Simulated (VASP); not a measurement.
Input of a VASP 6.6.1 run:

Contents of INCAR:

```
SYSTEM = MgS
ALGO = Normal
EDIFF = 1E-7
ENCUT = 520
GGA = PS
ISIF = 2
ISMEAR = 0
LASPH = .True.
LCHARG = .True.
LELF = .True.
LREAL = .False.
LVHAR = .True.
LWAVE = .False.
NBANDS = 11
NELM = 80
PREC = Accurate
SIGMA = 0.5
```

Contents of KPOINTS:

```
k-points
0
Gamma
  8 8 8
  0 0 0
```

The input POSCAR:

```
MgS
1.0
    0.0000000000      2.5891100000      2.5891100000
    2.5891100000      0.0000000000      2.5891100000
    2.5891100000      2.5891100000      0.0000000000
Mg S
1 1
Direct
    0.0000000000      0.0000000000      0.0000000000
    0.5000000000      0.5000000000      0.5000000000
```

Potentials or basis: VASP PAW PBE potentials, release 64 (Mg, S).

Run with:

```console
$ cat potpaw_PBE.64/Mg/POTCAR potpaw_PBE.64/S/POTCAR > POTCAR
$ mpirun -np 1 vasp_std > vasp.out
```

Q: What does it give for the band gap on the k mesh?

A: 2.73 eV, indirect (least direct gap 3.71 eV).

Q: What does it give for the pressure?

A: 0.0 GPa.

Caveat: the PAW data sets were made with another functional, which shifts forces and pressure a little. A k mesh can miss the band edges.
